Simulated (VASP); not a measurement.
**SiC: energy against strain**

SiC (wurtzite, P6_3mc, 10.356 Å³/atom and stress up to 0.26 GPa in the relaxed cell, c along z) under a strain ε along c (axis z), the other axes held. PBEsol in VASP (plane waves, PAW), 600 eV, 12×12×6 Γ-centred mesh, Gaussian smearing 0.05 eV; ions are relaxed, or left where forces stay under 0.02 eV/Å, within the symmetry of each cell.

Here s stands for strain and y for E less E0.

```csv
strain (%),E less E0 (meV/atom)
-3.00,?
-1.50,3.92
-1.00,1.70
-0.50,0.40
0.00,0.00
0.50,0.47
1.00,1.81
1.50,4.00
```

Fit y of the 7 rows that show it with a parabola. Least squares gives y = -0.004 + 0.0379·s + 1.7614·s². Residuals (row less fit): 0.018, -0.020, -0.017, 0.004, 0.015, 0.015, -0.016; standard error 0.021 (degrees of freedom: 4). Twice the quadratic coefficient over the volume, 2 × 1.7614 meV × 10⁴ × 0.1602 / 10.356 Å³, is the elastic constant C33 = 545 ± 3 GPa (± standard error of the fit, which holds the terms cut off).

Task: Estimate the missing y (s = -3.00); what did the run itself give?

Result: y = -0.004 + 0.0379 × (-3.0) + 1.7614 × (-3.0)² = 15.735 meV/atom. The calculation gives 16.19 meV/atom, 0.455 meV/atom above the prediction (2.8 % of the range of y in the table). The row lies outside the fitted rows, so this is an extrapolation. From the scatter of the fitted rows alone, a prediction at this place has a standard error of 0.079 meV/atom, so the miss is 5.8 times that.

A polynomial of degree 3 through the 12 other runs of the series gives 16.21 there, so most of the miss is curvature that the fit leaves out. SiC is here the rare 2H polytype. Rows are the converged runs of the series near zero and its far end; series whose fitted rows scatter by over a few per cent of the range, as at a crossing or softening among them, aren't shown in this form, nor equations of state whose B0' disagrees with the runs' pressures. Most that stay on the fit to the last digits aren't either.
